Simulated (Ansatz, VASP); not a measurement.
## Cross-check of HfC between VASP and Ansatz

One calculation is typed for both programs; each brings its own data sets. How far apart do they land? The cell is taken from a series of runs on this material, whose earlier steps may have relaxed, scaled, displaced or heated it; both programs get it as it stands.

Program: Ansatz 0.2.0. Level of theory: plane waves, with VASP 6.6.1 beside it; zone-centre phonons at LDA. Results are calculated unless marked as measured.

## 1. Set-up

The structure is orthorhombic, space group Immm (No. 71). Conventional cell: a = 3.104 Å, b = 3.274 Å, c = 4.596 Å, α = 90.00°, β = 90.00°, γ = 90.00°. Nearest to C lie 6 Hf at 2.26 to 2.30 Å. Hf has 6 C at 2.26 to 2.30 Å nearest. Farther neighbours are not listed.

## 2. Ansatz: zone-centre phonons, LDA

Ansatz runs on its PAW soft_1 files.

Second derivatives magnify differences that forces hide, and they need a tight electronic threshold.

Input file input.yaml:

```yaml
crystal:
  lattice:
    - [-0.060166563, 2.2550842569, 2.2981601356]
    - [2.2550842569, -0.060166563, 2.2981601356]
    - [2.1949176939, 2.1949176939, 0.0]
  atoms:
    - { symbol: C, position: [0.0, 0.0, 0.0] }
    - { symbol: Hf, position: [0.5, 0.5, 0.5] }
kpoints:
  mp_grid: { grid: [16, 16, 16] }
hamiltonian:
  xc: lda
  pseudopotentials: { kind: paw, azcp: { folder: soft_1 }, xc_functional: pbe }
scf:
  occupations: { method: methfessel_paxton, width: 0.2 }
output:
  eigenvalues: true
phonons:
  method: dfpt
```

On the command line:

```
> ansatz run input.yaml --threads 4 --pin off --max-ram 10240MiB --backend cpu --events-out ev --progress --plain --runs-dir out
```

Numbers of over 12 decimals in the logs are rounded to 6 here.

What it wrote:

```text
zone centre: on kpoints.mp_grid the ground state, and the responses unless they are solved on pairs of k-points, stand on 1098 of the mesh's 4096 k-points, reduced under 4 symmetry operations, with k and −k counted as one. Each operation leaves every solved displacement unchanged or reverses it
Engine: ansatz 0.2.0, aarch64-unknown-linux-gnu
Pseudopotentials: kind: paw
Pseudopotential: C, paw, valence charge 4, recommended cutoff 420 eV (normal), soft_1/C.paw.azcp
Pseudopotential: Hf, paw, valence charge 26, recommended cutoff 420 eV (normal), soft_1/Hf.paw.azcp
Functional definition: SPW92
  exchange = slater_x
  correlation = pw_c
Crystal: 2 atoms, lattice volume = 23.358 Å³
Basis set: ecut = 420 eV, 463 PW (Γ), exchange–correlation on 48×48×48 points (8 copies of the dense FFT grid, shifted against one another)
Bands: 19, of which v1, the nominal top of the filled ones, is band 15 counted from 1 (14 counted from 0)
Symmetry: 8 space group operations
k-points: 1098 of 4096 (irreducible under 4 space group operations)
Non-local potential: C, projectors of the file, l = 0: 2, l = 1: 2, l = 2: 1
Non-local potential: Hf, projectors of the file, l = 0: 3, l = 1: 2, l = 2: 2, l = 3: 3
PAW form: soft (Blöchl's): semilocal exchange-correlation on the pseudo side does not see the compensation charge
PAW frozen core: C, regenerated for the run's functional, and the local potential with it (the file was generated under x = pbe(κ = 0.804, μ = 0.219515), c = pbe(β = 0.066725))
PAW frozen core: Hf, regenerated for the run's functional, and the local potential with it (the file was generated under x = pbe(κ = 0.804, μ = 0.219515), c = pbe(β = 0.066725))
PAW one-centre angular grid: C, 110 points (default); XC on 64 Gauss nodes
PAW one-centre angular grid: Hf, 590 points (default); XC on 64 Gauss nodes
Initial density: superposition of atomic densities (chi_scale 0.1, normalization cell, long waves kept (reshape's long-wave potential 0.00 eV rms))
Initial wavefunctions: pseudopotential atomic-orbital guess
Functional: x = slater, c = lda
SCF iter   1: F=—  HF=-15723.107138 eV  |F-HF|=—  |Δ(HF+E_count)|=         —  Δρ=9.38e-2  dr2=2.71e0  ethr=3.10e-3  ⟨swp⟩=5.0  Hψ=93480  notcnv=0
preconditioner: auto → Kerker (q_TF=auto, 2.845 Å⁻¹)  [metal: Δε(μ)=0.024 eV  Ē_g=17.791 eV  σ=0.200 eV  W_gap=0.10  n_scr=14 (ndim 8)  ℏωp=40.7 eV  f_vac=0.000  D(μ)=0.18/eV (n_scr^D=0)]
SCF iter   2: F=—  HF=-15722.523037 eV  |F-HF|=—  |Δ(HF+E_count)|=   5.84e-1  S|Δr|=    0.00e0  Δρ=3.34e-2  dr2=2.63e-1  ethr=3.10e-3  ⟨swp⟩=2.1  Hψ=36109  notcnv=0  defer=1
SCF iter   3: F=—  HF=-15722.460789 eV  |F-HF|=—  |Δ(HF+E_count)|=   6.22e-2  S|Δr|=    0.00e0  Δρ=1.37e-2  dr2=2.62e-2  ethr=8.77e-4  ⟨swp⟩=2.0  Hψ=37952  notcnv=0
SCF iter   4: F=—  HF=-15722.455280 eV  |F-HF|=—  |Δ(HF+E_count)|=   5.51e-3  S|Δr|=    0.00e0  Δρ=7.58e-3  dr2=6.52e-3  ethr=8.73e-5  ⟨swp⟩=2.1  Hψ=37126  notcnv=0
SCF iter   5: F=—  HF=-15722.454558 eV  |F-HF|=—  |Δ(HF+E_count)|=   7.23e-4  S|Δr|=    0.00e0  Δρ=1.47e-3  dr2=2.87e-4  ethr=2.17e-5  ⟨swp⟩=2.0  Hψ=32202  notcnv=0
SCF iter   6: F=—  HF=-15722.454446 eV  |F-HF|=—  |Δ(HF+E_count)|=   1.12e-4  S|Δr|=    0.00e0  Δρ=2.90e-4  dr2=2.06e-5  ethr=9.58e-7  ⟨swp⟩=2.6  Hψ=39131  notcnv=0
SCF iter   7: F=—  HF=-15722.454446 eV  |F-HF|=—  |Δ(HF+E_count)|=   2.08e-7  S|Δr|=    0.00e0  Δρ=8.26e-5  dr2=1.16e-6  ethr=6.86e-8  ⟨swp⟩=2.3  Hψ=38425  notcnv=0
SCF iter   8: F=—  HF=-15722.454446 eV  |F-HF|=—  |Δ(HF+E_count)|=   2.61e-7  S|Δr|=    0.00e0  Δρ=1.39e-5  dr2=2.89e-8  ethr=3.87e-9  ⟨swp⟩=2.7  Hψ=39251  notcnv=0
SCF iter   9: F=—  HF=-15722.454446 eV  |F-HF|=—  |Δ(HF+E_count)|=   3.70e-9  S|Δr|=    0.00e0  Δρ=2.56e-6  dr2=1.18e-9  ethr=9.64e-11  ⟨swp⟩=2.3  Hψ=34445  notcnv=0
SCF iter  10: F=—  HF=-15722.454446 eV  |F-HF|=—  |Δ(HF+E_count)|=  1.42e-10  S|Δr|=    0.00e0  Δρ=2.59e-7  dr2=1.55e-11  ethr=3.94e-12  ⟨swp⟩=2.5  Hψ=36626  notcnv=0
SCF iter  11: F=-15722.454446 eV  HF=-15722.454446 eV  |F-HF|=0.00e0  |Δ(HF+E_count)|=  3.64e-12  S|Δr|=    0.00e0  Δρ=6.12e-8  dr2=7.78e-13  ethr=1.00e-12  ⟨swp⟩=7.6  Hψ=124060  notcnv=0
SCF 1 converged in 11 iterations: F = -15722.454446 eV  dr2 = 7.78e-13
  greatest PAW one-centre occupation: 0.998 electrons in one spin orbital (limit 2), on the Hf atom at site 1 (counted from 0), in its partial waves of l = 3
DFPT response loops at Γ: preconditioner auto → Kerker (q_TF=auto, 2.845 Å⁻¹) (partly filled bands, converged f_vac=0.000); β = 1.00, the filter's whole step (`scf.mixing.beta` (0.50) is not read by the response loops under this deck's `scf.mixing.preconditioner`; to damp them name `kerker` or `kerker_dos`, under which they read `scf.mixing.beta`, and type it under 1.00, their step now; both keys bind the ground state too); Broyden in place of MSR1
SCF converged after 11 iterations
Stability not checked: this state was not tested for a lower state beside it, because cold or Methfessel-Paxton smearing, or corrected tetrahedra, fill the levels in a way that the test cannot read (fill_not_monotonic; see scf.lower_state_search)
Free energy (F): -15722.454446 eV
Harris-Foulkes:  -15722.454446 eV  (|F-HF|=0.00e0)
Internal energy: -15722.454396 eV  (E = F + TS)
E sigma→0 (E₀):  -15722.454433 eV
Entropy (-TS):   -0.000049 eV (-0.025 meV/atom)
Fermi energy:    19.790857 eV
--- Per-component energies (eV) ---
  E_band       = 105.897401
  E_kinetic    = 499.265496
  E_local      = -6039.963215  (includes V_loc(G=0)·N_el)
  E_nonlocal   = 99.713161
  E_hartree    = 2971.513844
  E_xc         = -313.623564
  E_vxc        = -316.079746  (∫ρ·V_xc dr)
  E_paw        = -7549.136084  (= ΣΔE_a)
  E_vpaw       = -80.066087  (= ΣTr[D̂ρ^β])
  E_aug_tail   = 0.000122  (compensation charges beyond the density's cutoff)
  E_ewald      = -5392.744078
  E_core_change = 2.519920  (= ΣΔE_core)
  E_smearing   = -0.000049  (= −TS)
  E_closure    = -0.000000  (closes the sum)
  Σ components = -15722.454446   (vs F -15722.454446, Δ=0.00e0)
--- Band table (eV; the first three rows and the last of 1098) ---
  k-point 0: bands = [... 11 lower, 9.0515, 20.7106, 20.7703, 20.8005, 20.8262, 21.1256, 21.5546, 23.1253]
  k-point 1: bands = [... 11 lower, 9.0496, 20.1233, 20.1823, 20.3209, 21.0106, 21.2530, 21.9135, 23.7066]
  k-point 2: bands = [... 11 lower, 9.0499, 19.1274, 19.2323, 19.4466, 21.3529, 21.6152, 22.2633, 24.8788]
  k-point 1097: bands = [... 11 lower, 9.1164, 17.1418, 17.6627, 19.6436, 20.1739, 25.4144, 26.9310, 26.9397]
--- Phonons (Γ-DFPT): 4 representative perturbations + reference, on 1098 of 4096 k-points (Σ response iterations 12) ---
  k mesh reduced under 4 symmetry operations, with k and −k counted as one. Each operation leaves every solved displacement unchanged or reverses it
  ASR residual: 2.099e-5 → 0.000e0 eV/Å²; symmetrization residual: 8.925e-7 eV/Å²
  ASR residual per site (eV/Å²): 2.10e-5 6.87e-6
  Γ frequencies (cm⁻¹): 0.00 0.00 0.00 439.54 472.63 527.25
  non-analytic LO–TO correction: not included (Born effective charges unavailable; polar crystals: no LO–TO splitting at Γ)
```

In the SCF lines HF is the Harris–Foulkes energy and dr2 the Hartree energy of the density residual, in eV; the loop may stop once dr2 is under the threshold and the program's other checks hold. Hψ counts applications of the Hamiltonian.

[end of part 1 of 2]

[Lines on the potential files, build, host, timing and source positions are cut from VASP's logs without a mark.]

[Logs are printed without paths, hosts, clocks, repeated set-up lines and the standing remarks that a program may print on its own settings, such as how far it seeks lower states.]

[Hosts, paths, dates, database ids (printed as entryN), source tags and the programs' standing remarks are cut or masked in the printed files.]
